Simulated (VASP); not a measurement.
```
CELL_PARAMETERS angstrom
      0.00000     3.00000     3.00000
      3.00000     0.00000     3.00000
      3.00000     3.00000     0.00000
ATOMIC_POSITIONS crystal
  Al 0.25000 0.25000 0.25000
  Al 0.75000 0.75000 0.75000
  Au 0.00000 0.00000 0.00000
```

These are PBE GGA, VASP's PBE PAW potentials (set 64) (plane waves; VASP) values and carry that method's errors. Settings: 400 eV cut-off, 7×7×7 Γ-centred mesh, first-order Methfessel-Paxton smearing of 0.10 eV, potentials Al Au.

Task: Give the stress tensor in GPa (positive for a compressed cell).

Result: 
```
3.15  0.00  0.00
0.00  3.15  0.00
0.00  0.00  3.15
```
The pressure is its mean diagonal, 3.15 GPa.

The compound is AuAl2 in the fluorite structure. The cell was not relaxed at this level. The electron count is odd and the run is not spin-polarised, which forces a metal.
